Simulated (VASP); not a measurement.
Data:

```
CELL_PARAMETERS angstrom
      3.33874     0.00000     0.00000
      0.00000     3.33874     0.00000
      0.00000     0.00000     3.33874
ATOMIC_POSITIONS crystal
  Ag 0.00000 0.00000 0.00000
  As 0.50000 0.50000 0.50000
```

Level of theory: r2SCAN meta-GGA, VASP's PBE PAW potentials (set 64) (plane waves; VASP). Numerical set-up: 480 eV cut-off, 10×10×10 Γ-centred mesh, first-order Methfessel-Paxton smearing of 0.10 eV, potentials Ag As.

Each relaxation starts from this cell; other phases were not tried.

Task: The cell is relaxed at 5 GPa. What happens?

Result: The volume per atom goes from 18.61 to 17.78 Å³ (-4.4 %), and the cell becomes a = b = c = 3.289 Å, α = β = γ = 90.00°, space group Pm-3m.

Task: The cell is relaxed at 30 GPa. What happens?

Result: The volume per atom goes from 18.61 to 15.29 Å³ (-17.8 %), and the cell becomes a = b = c = 3.1270 Å, α = β = γ = 90.00°, space group Pm-3m.

Failed runs are left out, and for metals the shear rows, which the mesh's noise covers.

The structure was generated: AgAs was put into the CsCl type (Pm-3m), which need not be its known phase.
